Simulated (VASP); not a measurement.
Method: PBE GGA, VASP's PBE PAW potentials (set 64) (plane waves; VASP 6.6.1).

VASP input:

### INCAR
```
ISMEAR = 0   # Gaussian
KGAMMA = .TRUE.
NELM = 100   # most electronic steps
SYSTEM = MnS
LREAL = .FALSE.   # projection in real space or not
ENCUT = 400   # plane-wave cut-off (eV)
PREC = Accurate
ISIF = 2   # forces and stress, cell fixed
MAGMOM = 5.0 -5.0 0.0 0.0
LWAVE = .FALSE.
ISPIN = 2
KSPACING = 0.8
LASPH = .TRUE.   # aspherical one-centre terms
LORBIT = 10
LMAXMIX = 4   # l cut-off of mixed one-centre charges
GGA = PE   # PBE
SIGMA = 0.05   # width (eV)
LCHARG = .FALSE.
EDIFF = 1E-6   # SCF stop (eV)
ALGO = Normal   # blocked Davidson
```

File POSCAR:
```
MnS
6.5210320
  0.8164965300   0.4082482650   0.4082482650
  0.4082482650   0.8164965300   0.4082482650
  0.4082482650   0.4082482650   0.8164965300
Mn S
2 2
Cartesian
  0.0000000000   0.0000000000   0.0000000000
  0.8164965300   0.8164965300   0.8164965300
  0.4082482650   0.4082482650   0.4082482650
  1.2247447950   1.2247447950   1.2247447950
```

POTCAR, in this order: Mn_pv S (PBE.64 set). Program: vasp_std.

Predict the energy per atom (σ→0), cell moment, pressure.

| Item | Value |
|---|---|
| energy per atom (σ→0) | -7.033 eV/atom |
| cell moment | 0.00 μB |
| pressure | -7.22 GPa |

OSZICAR:
```
...
DAV:   9    -0.281267853009E+02    0.57530E-02   -0.61505E-02   695   0.261E+00    0.612E-01
DAV:  10    -0.281324372857E+02   -0.56520E-02   -0.58664E-03   708   0.712E-01    0.251E-01
DAV:  11    -0.281328011226E+02   -0.36384E-03   -0.51351E-04   657   0.176E-01    0.162E-01
DAV:  12    -0.281329572663E+02   -0.15614E-03   -0.19562E-04   687   0.101E-01    0.791E-02
DAV:  13    -0.281329919599E+02   -0.34694E-04   -0.40916E-05   643   0.580E-02    0.134E-02
DAV:  14    -0.281329915598E+02    0.40008E-06   -0.19607E-05   638   0.221E-02    0.817E-03
DAV:  15    -0.281329924679E+02   -0.90808E-06   -0.18463E-06   388   0.183E-02
   1 F= -.28132992E+02 E0= -.28132992E+02  d E =-.298048E-16  mag=    -0.0000
```

The compound is MnS in the rock salt, AFM-II order structure. The cell was not relaxed at this level. The run is one of a series of settings (KGAMMA = .TRUE., KSPACING = 0.8, KPOINTS file removed against the base run), some of them coarse on purpose.
